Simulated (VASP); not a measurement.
Set up this calculation in VASP 6.6.1, as the native input.

```yaml
Task: relaxation of cell and atoms
Functional: PBE
Potentials_or_basis: VASP PAW PBE potentials, release 64 (Al, Cl)
Cutoff: 600 eV
k_mesh: 8 × 8 × 8
Occupations: fermi-dirac, width 0.05 eV
Spin: no spin polarisation
Further_INCAR_settings: ALGO = Normal; EDIFF = 1e-06; IBRION = 2; EDIFFG = -0.005; NSW = 40; ISIF = 3
```

The structure of AlCl lies in POSCAR:

```
AlCl
1.0
    0.0000000000      2.8486347600      2.8486347600
    2.8486347600      0.0000000000      2.8486347600
    2.8486347600      2.8486347600      0.0000000000
Al Cl
1 1
Direct
    0.5000000000      0.5000000000      0.5000000000
    0.0000000000      0.0000000000      0.0000000000
```

The cell was built by a generator and needn't be a form met in nature.

One way to write it, as run:

INCAR

```
PREC = Accurate
ENCUT = 600
EDIFF = 1E-6
ISMEAR = -1
SIGMA = 0.05
LREAL = False
LASPH = True
NELM = 80
ALGO = Normal
ISIF = 3
LWAVE = False
LCHARG = False
GGA = PE
IBRION = 2
NSW = 40
EDIFFG = -0.005
```

KPOINTS

```
Automatic mesh
0
Gamma
  8 8 8
```

Potentials or basis: VASP PAW PBE potentials, release 64 (Al, Cl).

Launch:

```console
$ cat potpaw_PBE.64/Al/POTCAR potpaw_PBE.64/Cl/POTCAR > POTCAR
$ mpirun -np 1 vasp_std > vasp.out
```

Results of the run:

The relaxed volume is 28.23 Å³/atom, the relaxed cell is a = 4.306 Å, b = 4.306 Å, c = 4.306 Å, α = 60.00°, β = 60.00°, γ = 60.00° and the space group after relaxing (to 0.05 Å) is Fm-3m (No. 225). The energy gained by relaxing is 79.1 meV/atom. The ionic steps are 4 and the pressure after relaxing is 0.0 GPa. The band gap on the k mesh is 0.61 eV, direct.

Caveat: the volume moved by over 15 % at a fixed basis, so the end points are rough.

It took 12 s on 1 thread of Intel(R) Xeon(R) 6975P-C (Granite Rapids), on a shared host, peak memory 0.18 GiB.
